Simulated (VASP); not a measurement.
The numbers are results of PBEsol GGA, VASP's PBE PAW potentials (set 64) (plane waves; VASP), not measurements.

VASP ran on this input.

**POSCAR**
```
LiF(100) slab
1
    2.8318493078     0.0000000000     0.0000000000
    0.0000000000     2.8318493078     0.0000000000
    0.0000000000     0.0000000000    26.9208734258
Li F
6 6
Direct
  0.0000000000   0.5000000000   0.3152436810
  0.5000000000   0.0000000000   0.3880104490
  0.0000000000   0.5000000000   0.4628322743
  0.5000000000   0.0000000000   0.5371677257
  0.0000000000   0.5000000000   0.6119895510
  0.5000000000   0.0000000000   0.6847563190
  1.0000000000   0.5000000000   0.3885640643
  0.5000000000   0.0000000000   0.3128768157
  0.0000000000   0.5000000000   0.5372652716
  0.5000000000   0.0000000000   0.4627347284
  0.0000000000   0.5000000000   0.6871231843
  0.5000000000   0.0000000000   0.6114359357
```

### INCAR
```
ALGO  =  Normal
DIPOL  =  0.5 0.5 0.5
EDIFF  =  1E-6
ENCUT  =  450
GGA  =  PS
IDIPOL  =  3
ISMEAR  =  0
LASPH  =  .True.
LCHARG  =  .False.
LDIPOL  =  .True.
LORBIT  =  11
LREAL  =  .False.
LVHAR  =  .True.
LWAVE  =  .False.
NELM  =  100
NELMIN  =  4
PREC  =  Normal
SIGMA  =  0.05
SYSTEM  =  LiF(100) slab
```

File KPOINTS:
```
K-points
0
gamma
  7 7 1
```

POTCAR, in this order: Li_sv F (PBE.64 set). Program: vasp_std. Read from the step before: WAVECAR.

What VASP printed:

OSZICAR:
```
       N       E                     dE             d eps       ncg     rms          rms(c)
DAV:   1    -0.588291651386E+02   -0.58829E+02   -0.81182E-05  1209   0.197E-01    0.542E-03
DAV:   2    -0.588291686550E+02   -0.35164E-05   -0.58569E-05   907   0.444E-02    0.819E-03
DAV:   3    -0.588291693284E+02   -0.67346E-06   -0.22008E-06   872   0.843E-03    0.845E-03
DAV:   4    -0.588291667022E+02    0.26262E-05   -0.40697E-06   798   0.264E-02    0.446E-03
DAV:   5    -0.588291651082E+02    0.15940E-05   -0.77973E-06   815   0.398E-02    0.644E-03
DAV:   6    -0.588291641007E+02    0.10075E-05   -0.38065E-06   819   0.123E-02    0.137E-03
DAV:   7    -0.588291632198E+02    0.88097E-06   -0.13112E-06   565   0.171E-02
   1 F= -.58829163E+02 E0= -.58829163E+02  d E =-.789793E-13
```

File OUTCAR:
```
------------------------ aborting loop because EDIFF is reached ----------------------------------------
  FORCE on cell =-STRESS in cart. coord.  units (eV):
  Direction    XX          YY          ZZ          XY          YZ          ZX
  --------------------------------------------------------------------------------------
  Total       -3.4772335     -3.4772335     -2.3113374      0.0000000      0.0000000      0.0000000
  in kB      -25.8056625    -25.8056625    -17.1531746      0.0000000      0.0000000      0.0000000
  external PRESSURE =     -22.9214999 kB  Pullay stress =       0.0000000 kB
  volume of cell :      215.89
      direct lattice vectors                 reciprocal lattice vectors
     2.831849308  0.000000000  0.000000000     0.353126135  0.000000000  0.000000000
     0.000000000  2.831849308  0.000000000     0.000000000  0.353126135  0.000000000
     0.000000000  0.000000000 26.920873426     0.000000000  0.000000000  0.037145897
 POSITION                                       TOTAL-FORCE (eV/Angst)
 -----------------------------------------------------------------------------------
      0.00000      1.41592      8.48664        -0.000000     -0.000000      0.005981
      1.41592      0.00000     10.44558         0.000000     -0.000000     -0.002938
      0.00000      1.41592     12.45985         0.000000     -0.000000      0.010831
      1.41592      0.00000     14.46102         0.000000     -0.000000     -0.010831
      0.00000      1.41592     16.47529         0.000000      0.000000      0.002938
      1.41592      0.00000     18.43424         0.000000     -0.000000     -0.005981
      0.00000      1.41592     10.46048         0.000000      0.000000     -0.038990
      1.41592      0.00000      8.42292         0.000000     -0.000000      0.004363
      0.00000      1.41592     14.46365         0.000000     -0.000000      0.013445
      1.41592      0.00000     12.45722        -0.000000     -0.000000     -0.013445
      0.00000      1.41592     18.49796         0.000000     -0.000000     -0.004363
      1.41592      0.00000     16.46039         0.000000     -0.000000      0.038990
 -----------------------------------------------------------------------------------
    total drift:                                0.000000      0.000000      0.000000
  FREE ENERGIE OF THE ION-ELECTRON SYSTEM (eV)
  ---------------------------------------------------
  free  energy   TOTEN  =       -58.8291632198 eV

  energy  without entropy=      -58.8291632198  energy(sigma->0) =      -58.82916322

 total charge

# of ion       s       p       d       tot
------------------------------------------
    1        2.014   0.048   0.000   2.062
    2        2.017   0.053   0.000   2.070
    3        2.017   0.053   0.000   2.070
    4        2.017   0.053   0.000   2.070
    5        2.017   0.053   0.000   2.070
    6        2.014   0.048   0.000   2.062
    7        1.740   4.404   0.000   6.145
    8        1.740   4.386   0.000   6.126
    9        1.740   4.403   0.000   6.143
   10        1.740   4.403   0.000   6.143
   11        1.740   4.386   0.000   6.126
   12        1.740   4.404   0.000   6.145
--------------------------------------------------
tot         22.536  26.698   0.000  49.234
```
(Selected blocks of OUTCAR.)

At this cut-off the stress carries a Pulay error, which pulls relaxed volumes low.

The cell is a thin slab with vacuum, built from LiF (rock salt): (100) face.
